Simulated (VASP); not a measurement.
Level of theory: SCAN meta-GGA, VASP's PBE PAW potentials (set 64) (plane waves; VASP).

VASP ran on this input.

File KPOINTS:
```
Automatic
0
G
  16 16 14
0 0 0
```

INCAR:
```
ALGO  =  Normal
EDIFF  =  1E-7
ENCUT  =  520
ISIF  =  2
ISMEAR  =  -5
LASPH  =  .TRUE.
LCHARG  =  .FALSE.
LMAXMIX  =  6
LMIXTAU  =  .TRUE.
LORBIT  =  11
LREAL  =  .FALSE.
LWAVE  =  .FALSE.
METAGGA  =  SCAN
NEDOS  =  601
NELM  =  100
PREC  =  Accurate
SYSTEM  =  WC
```

### POSCAR
```
WC
2.8299790
  0.5129927894  -0.8885296015   0.0000000000
  0.5129927894   0.8885296015   0.0000000000
  0.0000000000   0.0000000000   0.9999998749
W C
1 1
Direct
  1.0000000000   0.0000000000   0.0000000000
  0.3333330000   0.6666670000   0.5000000000
```

File KPOINTS_OPT:
```
k-points along high-symmetry lines
6
Line-mode
Reciprocal
  0.000000   0.000000   0.000000 ! GAMMA
  0.500000  -0.000000   0.000000 ! M

  0.500000  -0.000000   0.000000 ! M
  0.333333   0.333333   0.000000 ! K

  0.333333   0.333333   0.000000 ! K
  0.000000   0.000000   0.000000 ! GAMMA

  0.000000   0.000000   0.000000 ! GAMMA
  0.000000   0.000000   0.500000 ! A

  0.000000   0.000000   0.500000 ! A
  0.500000  -0.000000   0.500000 ! L

  0.500000  -0.000000   0.500000 ! L
  0.333333   0.333333   0.500000 ! H

  0.333333   0.333333   0.500000 ! H
  0.000000   0.000000   0.500000 ! A

  0.500000  -0.000000   0.500000 ! L
  0.500000  -0.000000   0.000000 ! M

  0.333333   0.333333   0.500000 ! H
  0.333333   0.333333   0.000000 ! K
```

POTCAR, in this order: W_sv C (PBE.64 set). Program: vasp_std.

Output

**OSZICAR**
```
       N       E                     dE             d eps       ncg     rms          rms(c)
DAV:   1     0.526816456536E+02    0.52682E+02   -0.99340E+03  6240   0.157E+03
DAV:   2    -0.832434562008E+02   -0.13593E+03   -0.13299E+03  7150   0.391E+02
DAV:   3    -0.871820015351E+02   -0.39385E+01   -0.39125E+01  7647   0.622E+01
DAV:   4    -0.872167433818E+02   -0.34742E-01   -0.34723E-01  6845   0.623E+00
DAV:   5    -0.872170216329E+02   -0.27825E-03   -0.27822E-03  7425   0.574E-01    0.357E+01
DAV:   6    -0.798081134902E+02    0.74089E+01   -0.96981E+00  7105   0.387E+01    0.678E+00
DAV:   7    -0.799566041715E+02   -0.14849E+00   -0.60048E-01  6405   0.955E+00    0.551E+00
DAV:   8    -0.795860237980E+02    0.37058E+00   -0.36904E-01  6310   0.779E+00    0.155E+00
DAV:   9    -0.799048239102E+02   -0.31880E+00   -0.37852E-01  6270   0.757E+00    0.657E-01
DAV:  10    -0.799164309410E+02   -0.11607E-01   -0.15802E-02  6635   0.145E+00    0.420E-01
DAV:  11    -0.799187030064E+02   -0.22721E-02   -0.23703E-02  6360   0.181E+00    0.374E-01
DAV:  12    -0.799200725678E+02   -0.13696E-02   -0.42019E-03  6450   0.795E-01    0.408E-01
DAV:  13    -0.799217446796E+02   -0.16721E-02   -0.18552E-03  6270   0.596E-01    0.194E-01
DAV:  14    -0.799219252419E+02   -0.18056E-03   -0.19747E-03  6285   0.557E-01    0.974E-02
DAV:  15    -0.799220087807E+02   -0.83539E-04   -0.14360E-04  6470   0.156E-01    0.541E-02
DAV:  16    -0.799220592516E+02   -0.50471E-04   -0.14923E-05  6425   0.561E-02    0.133E-02
DAV:  17    -0.799220261966E+02    0.33055E-04   -0.14811E-05  6310   0.481E-02    0.134E-02
DAV:  18    -0.799220302494E+02   -0.40528E-05   -0.80836E-06  6275   0.419E-02    0.751E-03
DAV:  19    -0.799220334048E+02   -0.31555E-05   -0.51777E-07  6665   0.922E-03    0.367E-04
DAV:  20    -0.799220377505E+02   -0.43457E-05   -0.19082E-07  5605   0.600E-03    0.618E-04
DAV:  21    -0.799220359839E+02    0.17666E-05   -0.62076E-08  3165   0.336E-03    0.196E-04
DAV:  22    -0.799220356787E+02    0.30530E-06   -0.14329E-08  3145   0.168E-03    0.991E-05
DAV:  23    -0.799220360379E+02   -0.35923E-06   -0.22209E-09  3140   0.709E-04    0.665E-05
DAV:  24    -0.799220358031E+02    0.23481E-06   -0.65350E-10  3150   0.420E-04    0.271E-05
DAV:  25    -0.799220358178E+02   -0.14688E-07   -0.16995E-10  3140   0.183E-04
   1 F= -.79922036E+02 E0= -.79922036E+02  d E =0.000000E+00
       N       E                     dE             ncg
```

### OUTCAR
```
------------------------ aborting loop because EDIFF is reached ----------------------------------------
  FORCE on cell =-STRESS in cart. coord.  units (eV):
  Direction    XX          YY          ZZ          XY          YZ          ZX
  --------------------------------------------------------------------------------------
  Total        0.0049955      0.0049955      0.0494295      0.0000000      0.0000000      0.0000000
  in kB        0.3873680      0.3873680      3.8329568      0.0000000      0.0000000      0.0000000
  external PRESSURE =       1.5358976 kB  Pullay stress =       0.0000000 kB
  volume of cell :       20.66
      direct lattice vectors                 reciprocal lattice vectors
     1.451758821 -2.514520113  0.000000000     0.344409824 -0.198845099  0.000000000
     1.451758821  2.514520113  0.000000000     0.344409824  0.198845099  0.000000000
     0.000000000  0.000000000  2.829978646     0.000000000  0.000000000  0.353359557
 POSITION                                       TOTAL-FORCE (eV/Angst)
 -----------------------------------------------------------------------------------
      0.00000      0.00000      0.00000         0.000000      0.000000      0.000000
      1.45176      0.83818      1.41499        -0.000000     -0.000000      0.000000
 -----------------------------------------------------------------------------------
    total drift:                                0.000000     -0.000376      0.000000
  FREE ENERGIE OF THE ION-ELECTRON SYSTEM (eV)
  ---------------------------------------------------
  free  energy   TOTEN  =       -79.9220358178 eV

  energy  without entropy=      -79.9220358178  energy(sigma->0) =      -79.92203582

 total charge

# of ion       s       p       d       tot
------------------------------------------
    1        2.364   6.436   3.396  12.197
    2        0.872   1.569   0.000   2.441
--------------------------------------------------
tot          3.236   8.006   3.396  14.638
```
(Selected blocks of OUTCAR.)

For a metal the tetrahedron method with Blöchl corrections gives inexact stress and forces.

The compound is WC in the wc structure. It was relaxed first.
